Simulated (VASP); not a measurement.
**YSi₂ (relaxed from the CrSi2 structure, space group P6_222): computed properties**

These are PBEsol GGA, VASP's PBE PAW potentials (set 64) (plane waves; VASP) values and carry that method's errors.

For YSi2, the space group is P6_222 (180). The cell is a = b = 5.2958 Å, c = 7.2061 Å, α = β = 90.00°, γ = 120.00° and the volume per atom is 19.45 Å³/atom. The band gap (over mesh and band path) is none (metal, semimetal or under 0.01 eV) and the density is 4.13 g/cm³.

```cif
data_Si6Y3
_chemical_formula_sum 'Y3 Si6'
_space_group_name_H-M_alt 'P 1'
_space_group_IT_number 1
_cell_length_a 5.29581
_cell_length_b 5.29581
_cell_length_c 7.20606
_cell_angle_alpha 90.000
_cell_angle_beta 90.000
_cell_angle_gamma 120.000
loop_
_space_group_symop_operation_xyz
  'x, y, z'
loop_
_atom_site_label
_atom_site_type_symbol
_atom_site_fract_x
_atom_site_fract_y
_atom_site_fract_z
_atom_site_occupancy
Y1 Y 0.50000 0.00000 0.00000 1
Y2 Y 0.50000 0.50000 0.33333 1
Y3 Y 0.00000 0.50000 0.66667 1
Si1 Si 0.13464 0.26928 0.00000 1
Si2 Si 0.86536 0.13464 0.33333 1
Si3 Si 0.73072 0.86536 0.66667 1
Si4 Si 0.86536 0.73072 0.00000 1
Si5 Si 0.13464 0.86536 0.33333 1
Si6 Si 0.26928 0.13464 0.66667 1
```

The structure was generated: YSi2 was put into the CrSi2 type (P6_222), which need not be its known phase. It was relaxed first. Symmetry was kept, so distortions that lower it aren't found. The electron count is odd and the run is not spin-polarised, which forces a metal.
